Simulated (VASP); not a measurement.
An input for Quantum ESPRESSO's pw.x (written as the equivalent of a VASP run, and not itself run):

```
&CONTROL
  calculation = 'vc-relax'
  pseudo_dir = './pseudo'
  outdir = './out'
  tprnfor = .true.
  tstress = .true.
  nstep = 60
  forc_conv_thr = 0.00039
/
&SYSTEM
  ibrav = 0
  nat = 2
  ntyp = 2
  ecutwfc = 86
  occupations = 'smearing'
  smearing = 'gaussian'
  degauss = 0.003675
  input_dft = 'vdw-df-obk8'
/
&ELECTRONS
  conv_thr = 7.3e-08
  electron_maxstep = 100
/
&IONS
/
&CELL
/
ATOMIC_SPECIES
  Ca 40.078 Ca.upf
  Se 78.971 Se.upf
CELL_PARAMETERS angstrom
     0.0000000    2.9600000    2.9600000
     2.9600000    0.0000000    2.9600000
     2.9600000    2.9600000    0.0000000
ATOMIC_POSITIONS crystal
  Ca   0.0000000  0.0000000  0.0000000
  Se   0.5000000  0.5000000  0.5000000
K_POINTS automatic
  7 7 7 0 0 0
```

**Question.** Translate this input to VASP (INCAR, KPOINTS, POSCAR, choice of POTCAR).

**Answer.** Several could match; the one computed here: 
INCAR:
```
LUSE_VDW=.TRUE.
AGGAC=0.0
PREC=Accurate
ENCUT=520   ! plane-wave cut-off (eV)
IBRION=2   ! conjugate gradients
ISIF=3   ! ions, shape and volume
NSW=60   ! most ionic steps
NELM=100   ! most electronic steps
ISMEAR=0
LREAL=.FALSE.
EDIFF=1E-6   ! SCF stop (eV)
ALGO=Normal
PARAM1=0.1833333333
SIGMA=0.05   ! width (eV)
LASPH=.TRUE.   ! aspherical one-centre terms
PARAM2=0.22
GGA=BO
LWAVE=.FALSE.
SYSTEM=CaSe
LCHARG=.FALSE.
LMAXMIX=4
EDIFFG=-0.01   ! ionic stop
```

File POSCAR:
```
CaSe
1.0
  0.0000000000   2.9600000000   2.9600000000
  2.9600000000   0.0000000000   2.9600000000
  2.9600000000   2.9600000000   0.0000000000
Ca Se
1 1
direct
  0.0000000000   0.0000000000   0.0000000000
  0.5000000000   0.5000000000   0.5000000000
```

**KPOINTS**
```
Automatic
0
Gamma
7 7 7
```

POTCAR, in this order: Ca_sv Se (PBE.64 set). Program: vasp_std.

The two are equivalent in intent, not identical: the potentials are each code's own (VASP's PAW set, PseudoDojo norm-conserving files in pw.x), so ENCUT and ecutwfc are chosen apart and not converted; conv_thr bounds pw.x's estimated SCF error, while EDIFF bounds the energy change between steps; forc_conv_thr acts on force components and is met together with etot_conv_thr.

The compound is CaSe in the rock salt structure. This run relaxes it. Symmetry was kept, so distortions that lower it aren't found.
